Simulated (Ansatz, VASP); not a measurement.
# Ga2O3: VASP beside Ansatz, part 2 of 2

One calculation is typed for both programs; each brings its own data sets. How far apart do they land? The cell is taken from a series of runs on this material, whose earlier steps may have relaxed, scaled, displaced or heated it; both programs get it as it stands.

VASP 6.6.1 and Ansatz 0.2.0.

So far: The structure; Ansatz: single point, PBE, spin-orbit coupling.

## (3) VASP: single point, PBE, spin-orbit coupling

Level of this step: PBE, spin-orbit coupling; plane waves and PAW (Ga_d, O) (VASP).

The same cell, functional and mesh now go to VASP, with its own data sets.

Lines of VASP's logs that name or quote its potential files are left out, and so is its time.

INCAR reads:

```
SYSTEM = Ga2O3
PREC = Accurate
ENCUT = 520
EDIFF = 1E-06
NELM = 200
ISMEAR = 0
SIGMA = 0.01
LREAL = .FALSE.
ALGO = Normal
GGA = PE
LNONCOLLINEAR = .TRUE.
MAGMOM = 0 0 0 0 0 0 0 0 0 0 0 0 0 0 0 0 0 0 0 0 0 0 0 0 0 0 0 0 0 0
NBANDS = 108
GGA_COMPAT = .FALSE.
LASPH = .TRUE.
LSORBIT = .TRUE.
LORBIT = 11
LWAVE = .FALSE.
LCHARG = .FALSE.
ISIF = 2
EFERMI = MIDGAP
KPAR = 2
```

POSCAR reads:

```
Ga2O3
1.0
    2.4986991939      1.4426246522      4.4835497685
   -2.4986991939      1.4426246522      4.4835497685
    0.0000000000     -2.8852493044      4.4835497685
Ga O
4 6
Direct
    0.8555855800      0.8555855800      0.8555855800
    0.6444144200      0.6444144200      0.6444144200
    0.1444144200      0.1444144200      0.1444144200
    0.3555855800      0.3555855800      0.3555855800
    0.7500000000      0.4468328200      0.0531671800
    0.4468328200      0.0531671800      0.7500000000
    0.0531671800      0.7500000000      0.4468328200
    0.2500000000      0.5531671800      0.9468328200
    0.9468328200      0.2500000000      0.5531671800
    0.5531671800      0.9468328200      0.2500000000
```

KPOINTS reads:

```
Automatic mesh
0
Gamma
6 6 6
0 0 0
```

Potentials, in the order of the species: Ga_d and O (PBE family, release 64).

The run is started by

```
$ mpirun -np 2 vasp_ncl
```

Numbers of over 12 decimals in the logs are rounded to 6 here.

What it wrote:

```text
[banner, memory and clock lines left out]
running    2 mpi-ranks, on    1 nodes
 distrk:  each k-point on    1 cores,    2 groups
 distr:  one band on    1 cores,    1 groups

 POSCAR found type information on POSCAR GaO
 POSCAR found :  2 types and      10 ions
 LDA part: xc-table for (Slater+PW92), standard interpolation
 POSCAR, INCAR and KPOINTS ok, starting setup
 FFT: planning ... GRIDC
 FFT: planning ... GRID_SOFT
 FFT: planning ... GRID
 WAVECAR not read
 entering main loop
       N       E                     dE             d eps       ncg     rms          rms(c)
DAV:   1     0.155581699678E+04    0.15558E+04   -0.34257E+04  8100   0.308E+03
DAV:   2     0.353125990746E+03   -0.12027E+04   -0.11010E+04  6912   0.927E+02
DAV:   3    -0.239800466669E+02   -0.37711E+03   -0.35656E+03  8624   0.322E+02
DAV:   4    -0.652830229362E+02   -0.41303E+02   -0.40412E+02  8184   0.116E+02
DAV:   5    -0.678716832474E+02   -0.25887E+01   -0.25730E+01  9856   0.305E+01    0.172E+01
DAV:   6    -0.591062787467E+02    0.87654E+01   -0.29899E+01 12176   0.613E+01    0.461E+00
DAV:   7    -0.593399167070E+02   -0.23364E+00   -0.37320E+00  8288   0.105E+01    0.328E+00
DAV:   8    -0.593346332531E+02    0.52835E-02   -0.56937E-01 11080   0.699E+00    0.135E+00
DAV:   9    -0.592967397047E+02    0.37894E-01   -0.26769E-01 10640   0.619E+00    0.272E-01
DAV:  10    -0.592965728943E+02    0.16681E-03   -0.17250E-02  9120   0.126E+00    0.121E-01
DAV:  11    -0.592970755996E+02   -0.50271E-03   -0.41604E-03  9472   0.386E-01    0.383E-02
DAV:  12    -0.592970897183E+02   -0.14119E-04   -0.21666E-04  8400   0.125E-01    0.145E-02
DAV:  13    -0.592970859781E+02    0.37403E-05   -0.40937E-05  9104   0.100E-01    0.769E-03
DAV:  14    -0.592970863476E+02   -0.36955E-06   -0.91372E-06 10296   0.352E-02
   1 F= -.59297086E+02 E0= -.59297086E+02  d E =0.000000E+00  mag=     0.0000    -0.0000    -0.0000
```

OUTCAR, selected parts (step 3):

```text
ion  position               nearest neighbor table
   1  0.856  0.856  0.856-   9 1.93  10 1.93   8 1.93   7 2.08   5 2.08   6 2.08   2 2.84
   2  0.644  0.644  0.644-   8 1.93  10 1.93   9 1.93   7 2.08   5 2.08   6 2.08   1 2.84
   3  0.144  0.144  0.144-   7 1.93   6 1.93   5 1.93   8 2.08   9 2.08  10 2.08   4 2.84
   4  0.356  0.356  0.356-   5 1.93   6 1.93   7 1.93   8 2.08   9 2.08  10 2.08   3 2.84
   5  0.750  0.447  0.053-   4 1.93   3 1.93   1 2.08   2 2.08
   6  0.447  0.053  0.750-   3 1.93   4 1.93   1 2.08   2 2.08
   7  0.053  0.750  0.447-   3 1.93   4 1.93   1 2.08   2 2.08
   8  0.250  0.553  0.947-   2 1.93   1 1.93   3 2.08   4 2.08
   9  0.947  0.250  0.553-   1 1.93   2 1.93   3 2.08   4 2.08
  10  0.553  0.947  0.250-   1 1.93   2 1.93   3 2.08   4 2.08

  LATTYP: Found a trigonal (rhomboedric) cell.
 ALAT       =     5.3316866070
 COS(alpha) =     0.5607328553

 Subroutine GETGRP returns: Found 12 space group operations
 (whereof  6 operations were pure point group operations)

The static configuration has the point symmetry S_6 .
 The point group associated with its full space group is D_3d.

 Found     32 irreducible k-points:

   k-points           NKPTS =     32   k-points in BZ     NKDIM =     32   number of bands    NBANDS=    108

   dimension x,y,z NGX =    40 NGY =   40 NGZ =   40
   dimension x,y,z NGXF=    80 NGYF=   80 NGZF=   80

   ENCUT  =  520.0 eV  38.22 Ry    6.18 a.u.   9.91  9.91  9.91*2*pi/ulx,y,z

   NELECT =      88.0000    total number of electrons

 k-points in reciprocal lattice and weights: Automatic mesh
   0.00000000  0.00000000  0.00000000       0.005
   0.16666667 -0.00000000  0.00000000       0.028
   0.33333333 -0.00000000 -0.00000000       0.028
   0.50000000  0.00000000 -0.00000000       0.014
   0.16666667  0.16666667  0.00000000       0.028
   0.33333333  0.16666667  0.00000000       0.056
   0.50000000  0.16666667 -0.00000000       0.056
  -0.33333333  0.16666667  0.00000000       0.056
  -0.16666667  0.16666667  0.00000000       0.028
[...]
-0.33333333  0.50000000  0.33333333       0.028
   0.50000000  0.50000000  0.50000000       0.005

 average (electrostatic) potential at core
       1 -63.5491       2 -63.5491       3 -63.5491       4 -63.5491       5 -69.0958
       6 -69.0958       7 -69.0958       8 -69.0958       9 -69.0958      10 -69.0958

 E-fermi :   5.8826

 k-point     1 :       0.0000    0.0000    0.0000
  band No.  band energies     occupation
    ...
     84       4.1834      1.00000
     85       4.2383      1.00000
     86       4.2383      1.00000
     87       4.2457      1.00000
     88       4.2457      1.00000
     89       7.2727      0.00000
     90       7.2727      0.00000
     91      11.1462      0.00000
     92      11.1462      0.00000
     93      11.2947      0.00000
    ...

 k-point     2 :       0.1667   -0.0000    0.0000
  band No.  band energies     occupation
    ...
     84       4.0497      1.00000
     85       4.3061      1.00000
     86       4.3062      1.00000
     87       4.4173      1.00000
     88       4.4173      1.00000
     89       8.1189      0.00000
     90       8.1189      0.00000
     91      11.0479      0.00000
     92      11.0479      0.00000
     93      11.6461      0.00000
    ...

 k-point     3 :       0.3333   -0.0000   -0.0000
  band No.  band energies     occupation
    ...
     84       3.8493      1.00000
     85       4.2983      1.00000
     86       4.2983      1.00000
     87       4.4343      1.00000
     88       4.4343      1.00000
     89       9.5982      0.00000
     90       9.5982      0.00000
     91      10.9290      0.00000
     92      10.9290      0.00000
     93      11.5936      0.00000
    ...

  Total        5.5093460      5.5093460      5.0836335      0.0000000      0.0000000     -0.0000000
  in kB       91.0269649     91.0269649     83.9932220      0.0000000      0.0000000     -0.0000000
  external PRESSURE =      88.6823840 kB  Pullay stress =       0.0000000 kB

  energy-cutoff  :      520.00
  volume of cell :       96.97
      direct lattice vectors                 reciprocal lattice vectors
     2.498699194  1.442624652  4.483549768     0.200104119  0.115530167  0.074345853
    -2.498699194  1.442624652  4.483549768    -0.200104119  0.115530167  0.074345853
     0.000000000 -2.885249304  4.483549768     0.000000000 -0.231060334  0.074345853

 POSITION                                       TOTAL-FORCE (eV/Angst)
 -----------------------------------------------------------------------------------
      0.00000      0.00000     11.50818        -0.000000      0.000000      0.065882
      0.00000      0.00000      8.66779        -0.000000      0.000000     -0.065882
      0.00000      0.00000      1.94247        -0.000000     -0.000000     -0.065882
      0.00000      0.00000      4.78286        -0.000000     -0.000000      0.065882
      0.75752      1.57318      5.60444         0.006894     -0.011941     -0.000000
      0.98365     -1.44262      5.60444        -0.013788     -0.000000     -0.000000
     -1.74118     -0.13056      5.60444         0.006894      0.011941     -0.000000
     -0.75752     -1.57318      7.84621        -0.006894      0.011941     -0.000000
      1.74118      0.13056      7.84621        -0.006894     -0.011941     -0.000000
     -0.98365      1.44262      7.84621         0.013788     -0.000000      0.000000
 -----------------------------------------------------------------------------------
    total drift:                               -0.000000      0.000000      0.000000

  FREE ENERGIE OF THE ION-ELECTRON SYSTEM (eV)
  ---------------------------------------------------
  free  energy   TOTEN  =       -59.2970863476 eV

  energy  without entropy=      -59.2970863476  energy(sigma->0) =      -59.29708635

 Spin-Orbit-Coupling matrix elements
 Ion:    1  E_soc:     -0.0090390
 Ion:    2  E_soc:     -0.0090390
 Ion:    3  E_soc:     -0.0090390
 Ion:    4  E_soc:     -0.0090390
 Ion:    5  E_soc:     -0.0002244
 Ion:    6  E_soc:     -0.0002244
 Ion:    7  E_soc:     -0.0002244
 Ion:    8  E_soc:     -0.0002244
 Ion:    9  E_soc:     -0.0002244
 Ion:   10  E_soc:     -0.0002244

 total charge
# of ion       s       p       d       tot
------------------------------------------
    1        0.670   0.734  10.253  11.658
    2        0.670   0.734  10.253  11.658
    3        0.670   0.734  10.253  11.658
    4        0.670   0.734  10.253  11.658
    5        1.558   3.517   0.000   5.075
    6        1.558   3.517   0.000   5.075
    7        1.558   3.517   0.000   5.075
    8        1.558   3.517   0.000   5.075
    9        1.558   3.517   0.000   5.075
   10        1.558   3.517   0.000   5.075
--------------------------------------------------
tot         12.031  24.038  41.012  77.081

 magnetization (x)
# of ion       s       p       d       tot
------------------------------------------
    1        0.000  -0.000   0.000  -0.000
    2        0.000  -0.000   0.000  -0.000
    3        0.000  -0.000   0.000  -0.000
    4        0.000  -0.000   0.000  -0.000
    5        0.000   0.000   0.000   0.000
    6       -0.000  -0.000   0.000  -0.000
    7        0.000   0.000   0.000   0.000
    8        0.000   0.000   0.000   0.000
    9        0.000   0.000   0.000   0.000
   10       -0.000  -0.000   0.000  -0.000
--------------------------------------------------
tot          0.000   0.000   0.000   0.000

 magnetization (y)
# of ion       s       p       d       tot
------------------------------------------
    1        0.000  -0.000  -0.000  -0.000
    2        0.000   0.000   0.000   0.000
    3        0.000  -0.000  -0.000  -0.000
    4        0.000   0.000   0.000   0.000
    5       -0.000  -0.000   0.000  -0.000
    6        0.000   0.000   0.000   0.000
    7        0.000   0.000   0.000   0.000
    8       -0.000  -0.000   0.000  -0.000
    9        0.000   0.000   0.000   0.000
   10        0.000   0.000   0.000   0.000
--------------------------------------------------
tot          0.000   0.000  -0.000   0.000

 magnetization (z)
# of ion       s       p       d       tot
------------------------------------------
    1       -0.000   0.000   0.000   0.000
    2        0.000  -0.000  -0.000  -0.000
    3       -0.000   0.000   0.000   0.000
    4        0.000  -0.000  -0.000  -0.000
    5       -0.000   0.000   0.000   0.000
    6       -0.000   0.000   0.000  -0.000
    7        0.000  -0.000   0.000  -0.000
    8       -0.000   0.000   0.000   0.000
    9        0.000  -0.000   0.000  -0.000
   10        0.000   0.000   0.000   0.000
--------------------------------------------------
tot         -0.000   0.000   0.000   0.000

[... 3 further parts left out ...]
```

The run ends at a pressure of 8.87 GPa, with forces up to 0.066 eV/Å.

## (4) Differences

Known differences besides the potentials themselves: spin-orbit coupling enters by fully relativistic files in Ansatz and inside the spheres in VASP; fixed occupations in Ansatz, narrow Gaussian smearing in VASP; the cutoff is 420 eV in Ansatz and 520 eV in VASP. Total energies have different zeros and are not compared.

Compared:

```csv
quantity,Ansatz,VASP,difference
gap on the k mesh (eV),2.788,2.780,+0.007
```

A gap on the mesh is an upper bound, since the band edges may lie between its points.

## (5) What came out

```
difference in gap on the k mesh (single point, PBE, spin-orbit coupling) : 0.0075 eV
```

The difference in gap on the k mesh is 0.0075 eV (single point, PBE, spin-orbit coupling), within the 0.08 eV picked in this series as the mark of a large difference. Such differences can come from data sets, numerical settings and the points named under the comparisons, not from the functional's error against experiment.

[Lines on the potential files, build, host, timing and source positions are cut from VASP's logs without a mark.]

[Logs are printed without paths, hosts, clocks, repeated set-up lines and the standing remarks that a program may print on its own settings, such as how far it seeks lower states.]

[Hosts, paths, dates, database ids (printed as entryN), source tags and the programs' standing remarks are cut or masked in the printed files.]
